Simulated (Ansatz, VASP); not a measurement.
# BiAs in two plane-wave programs

One calculation is typed for both programs; each brings its own data sets. How far apart do they land? The cell is generated by rule, not measured, and may not be a known phase. The cell is taken from a series of runs on this material, whose earlier steps may have relaxed, scaled, displaced or heated it; both programs get it as it stands. Other levels of theory on this material are compared in a session of their own.

Main program and level: Ansatz 0.2.0; plane waves, with VASP 6.6.1 beside it; zone-centre phonons at PBEsol.

The structure was built from a prototype and need not be the compound's stable phase.

### Step 1. The starting structure

Symmetry: F-43m, No. 216, cubic system. The conventional cell has a = 6.598 Å, b = 6.598 Å, c = 6.598 Å, α = 90.00°, β = 90.00°, γ = 90.00°. Nearest to Bi lie 4 As at 2.86 Å. Nearest to As lie 4 Bi at 2.86 Å. Farther neighbours are not listed.

Structure file:

```cif
data_structure
_symmetry_space_group_name_H-M 'P 1'
_symmetry_Int_Tables_number 1
_cell_length_a 4.6658
_cell_length_b 4.6658
_cell_length_c 4.6658
_cell_angle_alpha 60.000
_cell_angle_beta 60.000
_cell_angle_gamma 60.000
_cell_volume 71.82
loop_
_atom_site_label
_atom_site_type_symbol
_atom_site_fract_x
_atom_site_fract_y
_atom_site_fract_z
_atom_site_occupancy
Bi1 Bi 0.00000 0.00000 0.00000 1
As2 As 0.25000 0.25000 0.25000 1
```

### Step 2. VASP: zone-centre phonons, PBEsol

Second derivatives magnify differences that forces hide, and they need a tight electronic threshold.

Lines of VASP's logs that name or quote its potential files are left out, and so is its time.

File INCAR:

```
SYSTEM = BiAs
PREC = Accurate
ENCUT = 500
EDIFF = 1E-08
NELM = 120
ISMEAR = 1
SIGMA = 0.15
LREAL = .FALSE.
ALGO = Normal
GGA = PS
NBANDS = 16
LORBIT = 11
LWAVE = .FALSE.
LCHARG = .FALSE.
ISIF = 2
IBRION = 8
LASPH = .TRUE.
GGA_COMPAT = .FALSE.
KPAR = 2
```

File POSCAR:

```
BiAs
1.0
    0.0000000000      3.2992007818      3.2992007818
    3.2992007818      0.0000000000      3.2992007818
    3.2992007818      3.2992007818      0.0000000000
Bi As
1 1
Direct
    0.0000000000      0.0000000000      0.0000000000
    0.2500000000      0.2500000000      0.2500000000
```

File KPOINTS:

```
Automatic mesh
0
Gamma
12 12 12
0 0 0
```

The projector-augmented-wave data sets are Bi_d and As (PBE family, release 64).

Command:

```console
$ mpirun -np 2 vasp_std
```

Numbers of over 12 decimals in the logs are rounded to 6 here.

Log:

```text
[banner, memory and clock lines left out]
running    2 mpi-ranks, on    1 nodes
 distrk:  each k-point on    1 cores,    2 groups
 distr:  one band on    1 cores,    1 groups

 POSCAR found type information on POSCAR BiAs
 POSCAR found :  2 types and       2 ions
|                                                                             |
|               ----> ADVICE to this user running VASP <----                  |
|                                                                             |
|     You enforced a specific xc type in the INCAR file but a different       |
|     [... a line on the potential file left out ...]
|     I HOPE YOU KNOW WHAT YOU ARE DOING!                                     |
|                                                                             |

 LDA part: xc-table for (Slater+PW92), standard interpolation
 POSCAR, INCAR and KPOINTS ok, starting setup
 FFT: planning ... GRIDC
 FFT: planning ... GRID_SOFT
 FFT: planning ... GRID
 WAVECAR not read
 entering main loop
       N       E                     dE             d eps       ncg     rms          rms(c)
DAV:   1     0.145754465393E+03    0.14575E+03   -0.96175E+03  2312   0.118E+03
DAV:   2     0.123339173212E+01   -0.14452E+03   -0.14189E+03  2480   0.317E+02
DAV:   3    -0.880377815207E+01   -0.10037E+02   -0.99877E+01  3048   0.904E+01
DAV:   4    -0.902595920404E+01   -0.22218E+00   -0.22213E+00  2784   0.157E+01
DAV:   5    -0.903555760987E+01   -0.95984E-02   -0.95983E-02  3376   0.283E+00    0.245E+00
DAV:   6    -0.884233447287E+01    0.19322E+00   -0.73923E-01  3352   0.423E+00    0.137E+00
DAV:   7    -0.883949000324E+01    0.28445E-02   -0.59140E-02  2528   0.121E+00    0.694E-01
DAV:   8    -0.883649948323E+01    0.29905E-02   -0.90618E-03  3184   0.745E-01    0.961E-02
DAV:   9    -0.883630384249E+01    0.19564E-03   -0.17872E-03  2912   0.287E-01    0.550E-02
DAV:  10    -0.883633664510E+01   -0.32803E-04   -0.18173E-04  2840   0.912E-02    0.303E-02
DAV:  11    -0.883634516727E+01   -0.85222E-05   -0.44581E-05  2872   0.365E-02    0.670E-03
DAV:  12    -0.883634601628E+01   -0.84901E-06   -0.40158E-06  3048   0.146E-02    0.339E-03
DAV:  13    -0.883634616342E+01   -0.14714E-06   -0.69793E-07  2704   0.527E-03    0.250E-03
DAV:  14    -0.883634624613E+01   -0.82712E-07   -0.17171E-07  3632   0.427E-03    0.769E-04
DAV:  15    -0.883634626791E+01   -0.21779E-07   -0.96984E-09  1968   0.816E-04    0.560E-04
DAV:  16    -0.883634629417E+01   -0.26255E-07   -0.16282E-09  1424   0.399E-04    0.620E-05
DAV:  17    -0.883634629124E+01    0.29222E-08   -0.56690E-10  1304   0.249E-04
   1 F= -.88363463E+01 E0= -.88368512E+01  d E =0.151478E-02
 Linear response reoptimize wavefunctions to high precision
DAV:   1    -0.883634628823E+01    0.30168E-08   -0.16928E-10  1384   0.102E-04
DAV:   2    -0.883634628825E+01   -0.24556E-10   -0.38227E-11  1280   0.618E-05
 Linear response DOF=           2
 Linear response progress:
  Degree of freedom:   1/  2
       N       E                     dE             d eps       ncg     rms          rms(c)
RMM:   1    -0.329718188933E+00   -0.32972E+00    0.22430E-01 11290   0.958E+00
RMM:   2    -0.337600883445E+00   -0.78827E-02   -0.17008E-02 15197   0.107E+00    0.359E-02
RMM:   3    -0.337544951263E+00    0.55932E-04   -0.13046E-03 17123   0.316E-01    0.220E-02
RMM:   4    -0.337269984693E+00    0.27497E-03   -0.98988E-05 17033   0.908E-02    0.465E-03
RMM:   5    -0.337315291022E+00   -0.45306E-04   -0.21394E-05 18262   0.317E-02    0.294E-03
RMM:   6    -0.337333604770E+00   -0.18314E-04   -0.39434E-06 16489   0.124E-02    0.630E-04
RMM:   7    -0.337337649638E+00   -0.40449E-05   -0.22024E-06 18299   0.505E-03    0.349E-04
RMM:   8    -0.337335696981E+00    0.19527E-05   -0.12677E-06 16485   0.174E-03    0.542E-05
RMM:   9    -0.337336297336E+00   -0.60036E-06   -0.12017E-06 18653   0.641E-04    0.287E-05
RMM:  10    -0.337335902328E+00    0.39501E-06   -0.15053E-08 17784   0.252E-04    0.551E-06
RMM:  11    -0.337335791164E+00    0.11116E-06   -0.18900E-07 18780   0.116E-04    0.342E-06
RMM:  12    -0.337335784707E+00    0.64577E-08   -0.64148E-08 19081   0.609E-05    0.127E-06
 first order change of Fermi-energy   0.10126E-02
 force on displaced ion       1 direction 1 :  -5.109   0.000   0.000
 Linear response progress:
  Degree of freedom:   2/  2
       N       E                     dE             d eps       ncg     rms          rms(c)
RMM:   1    -0.464510778397E-01   -0.46451E-01    0.51741E-02 18878   0.108E+00
RMM:   2    -0.447240916974E-01    0.17270E-02   -0.18895E-03 14975   0.285E-01    0.412E-02
RMM:   3    -0.448036630518E-01   -0.79571E-04   -0.31995E-04 17559   0.914E-02    0.207E-02
RMM:   4    -0.448783812238E-01   -0.74718E-04   -0.24905E-05 17350   0.440E-02    0.390E-03
RMM:   5    -0.448783833005E-01   -0.20767E-08   -0.15962E-06 18385   0.134E-02    0.187E-03
RMM:   6    -0.448720310567E-01    0.63522E-05   -0.50298E-07 17542   0.598E-03    0.588E-04
RMM:   7    -0.448705180772E-01    0.15130E-05   -0.17103E-07 18289   0.129E-03    0.198E-04
RMM:   8    -0.448708448304E-01   -0.32675E-06   -0.41357E-08 16937   0.516E-04    0.269E-05
RMM:   9    -0.448706663821E-01    0.17845E-06    0.15482E-07 18706   0.183E-04    0.146E-05
RMM:  10    -0.448707063757E-01   -0.39994E-07   -0.37224E-08 18220   0.811E-05    0.218E-06
RMM:  11    -0.448707174711E-01   -0.11095E-07   -0.56731E-08 18940   0.241E-05    0.763E-07
RMM:  12    -0.448707200061E-01   -0.25349E-08    0.18593E-08 17793   0.958E-06    0.314E-07
 first order change of Fermi-energy  -0.92197E-03
 force on displaced ion       2 direction 1 :  -5.118   0.000   0.000
 Linear response finished
```

From OUTCAR (step 2):

```text
ion  position               nearest neighbor table
   1  0.000  0.000  0.000-   2 2.86   2 2.86   2 2.86   2 2.86
   2  0.250  0.250  0.250-   1 2.86   1 2.86   1 2.86   1 2.86

  LATTYP: Found a face centered cubic cell.
 ALAT       =     6.5984015636

 Subroutine GETGRP returns: Found 24 space group operations
 (whereof 24 operations were pure point group operations)

The static configuration has the point symmetry T_d .

 Found     72 irreducible k-points:

   k-points           NKPTS =     72   k-points in BZ     NKDIM =     72   number of bands    NBANDS=     16

   dimension x,y,z NGX =    36 NGY =   36 NGZ =   36
   dimension x,y,z NGXF=    72 NGYF=   72 NGZF=   72

   ENCUT  =  500.0 eV  36.75 Ry    6.06 a.u.   8.51  8.51  8.51*2*pi/ulx,y,z

   NELECT =      20.0000    total number of electrons

 k-points in reciprocal lattice and weights: Automatic mesh
   0.00000000  0.00000000  0.00000000       0.001
   0.08333333  0.00000000  0.00000000       0.005
   0.16666667  0.00000000  0.00000000       0.005
   0.25000000  0.00000000  0.00000000       0.005
   0.33333333  0.00000000  0.00000000       0.005
   0.41666667  0.00000000  0.00000000       0.005
   0.50000000  0.00000000  0.00000000       0.002
   0.08333333  0.08333333  0.00000000       0.003
   0.16666667  0.08333333  0.00000000       0.014
[...]
-0.33333333  0.50000000  0.16666667       0.007
  -0.25000000  0.50000000  0.25000000       0.003

 average (electrostatic) potential at core
       1-107.1108       2 -50.7098

  Total        0.0165695      0.0165695      0.0165695     -0.0000000      0.0000000      0.0000000
  in kB        0.3696279      0.3696279      0.3696279     -0.0000000      0.0000000      0.0000000
  external PRESSURE =       0.3696279 kB  Pullay stress =       0.0000000 kB

  energy-cutoff  :      500.00
  volume of cell :       71.82
      direct lattice vectors                 reciprocal lattice vectors
     0.000000000  3.299200782  3.299200782    -0.151551855  0.151551855  0.151551855
     3.299200782  0.000000000  3.299200782     0.151551855 -0.151551855  0.151551855
     3.299200782  3.299200782  0.000000000     0.151551855  0.151551855 -0.151551855

 POSITION                                       TOTAL-FORCE (eV/Angst)
 -----------------------------------------------------------------------------------
      0.00000      0.00000      0.00000         0.000000      0.000000      0.000000
      1.64960      1.64960      1.64960        -0.000000     -0.000000     -0.000000
 -----------------------------------------------------------------------------------
    total drift:                               -0.000000     -0.000000     -0.000000

 Eigenvectors and eigenvalues of the dynamical matrix
 ----------------------------------------------------

   1 f  =    4.761275 THz    29.915971 2PiTHz  158.819029 cm-1    19.691041 meV
             X         Y         Z           dx          dy          dz
      0.000000  0.000000  0.000000    -0.513394    0.000000    0.000000
      1.649600  1.649600  1.649600     0.858153    0.000000    0.000000

   2 f  =    4.761275 THz    29.915971 2PiTHz  158.819029 cm-1    19.691041 meV
             X         Y         Z           dx          dy          dz
      0.000000  0.000000  0.000000     0.000000    0.513394    0.000000
      1.649600  1.649600  1.649600     0.000000   -0.858153    0.000000

   3 f  =    4.761275 THz    29.915971 2PiTHz  158.819029 cm-1    19.691041 meV
             X         Y         Z           dx          dy          dz
      0.000000  0.000000  0.000000     0.000000    0.000000   -0.513394
      1.649600  1.649600  1.649600     0.000000    0.000000    0.858153

   4 f/i=    0.001767 THz     0.011104 2PiTHz    0.058948 cm-1     0.007309 meV
             X         Y         Z           dx          dy          dz
      0.000000  0.000000  0.000000     0.000000   -0.858153    0.000000
      1.649600  1.649600  1.649600     0.000000   -0.513394    0.000000

   5 f/i=    0.001767 THz     0.011104 2PiTHz    0.058948 cm-1     0.007309 meV
             X         Y         Z           dx          dy          dz
      0.000000  0.000000  0.000000     0.000000    0.000000    0.858153
      1.649600  1.649600  1.649600     0.000000    0.000000    0.513394

   6 f/i=    0.001767 THz     0.011104 2PiTHz    0.058948 cm-1     0.007309 meV
             X         Y         Z           dx          dy          dz
      0.000000  0.000000  0.000000    -0.858153    0.000000    0.000000
      1.649600  1.649600  1.649600    -0.513394    0.000000    0.000000

 ELASTIC MODULI CONTR FROM IONIC RELAXATION (kBar)
 Direction    XX          YY          ZZ          XY          YZ          ZX
 --------------------------------------------------------------------------------
 XX          -0.0000      0.0000      0.0000     -0.0000     -0.0000     -0.0000
 YY           0.0000     -0.0000      0.0000     -0.0000     -0.0000     -0.0000
 ZZ           0.0000      0.0000     -0.0000     -0.0000      0.0000      0.0000
 XY          -0.0000     -0.0000     -0.0000   -193.9150     -0.0000      0.0000
 YZ          -0.0000     -0.0000      0.0000     -0.0000   -193.9150     -0.0000
 ZX          -0.0000     -0.0000      0.0000      0.0000     -0.0000   -193.9150
 --------------------------------------------------------------------------------
```

(Part 1 of 2 ends here.)

[Lines on the potential files, build, host, timing and source positions are cut from VASP's logs without a mark.]

[Logs are printed without paths, hosts, clocks, repeated set-up lines and the standing remarks that a program may print on its own settings, such as how far it seeks lower states.]

[Hosts, paths, dates, database ids (printed as entryN), source tags and the programs' standing remarks are cut or masked in the printed files.]
